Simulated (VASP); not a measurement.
CsPbBr3:

```xyz
5
Lattice="5.9429 0.0000 0.0000 0.0000 5.9429 0.0000 0.0000 0.0000 5.9429" Properties=species:S:1:pos:R:3 pbc="T T T"
Cs    0.0000    0.0000    0.0000
Pb    2.9715    2.9715    2.9715
Br    0.0000    2.9715    2.9715
Br    2.9715    0.0000    2.9715
Br    2.9715    2.9715    0.0000
```

Measurements of this composition are mostly on another form, of space group No. 62.

Base run:

- Program: VASP 6.6.1
- Functional: PBE
- Potentials or basis: VASP PAW PBE potentials, release 64 (Cs_sv, Pb_d, Br)
- Cutoff: 520 eV
- k mesh: 4 × 4 × 4
- Occupations: gaussian, width 0.01 eV
- Spin: no spin polarisation

Its results: band gap on the k mesh 1.67 eV, direct; pressure 0.7 GPa.

**Question.** The run is repeated on the same cell with these changes: functional from PBE to r2SCAN; further incar settings from ALGO = Fast; EDIFF = 1e-06; NBANDS = 30 to ALGO = Normal; EDIFF = 1e-07; NBANDS = 30. What comes out?

**Answer.** Band gap on the k mesh 2.06 eV, direct; pressure 0.0 GPa.

Caveats: spin-orbit coupling is left out, which as a rule narrows the gap of such compounds by several tenths of an eV; the PAW data sets were made with another functional, which shifts forces and pressure a little (some runs).

A k mesh can miss the band edges.
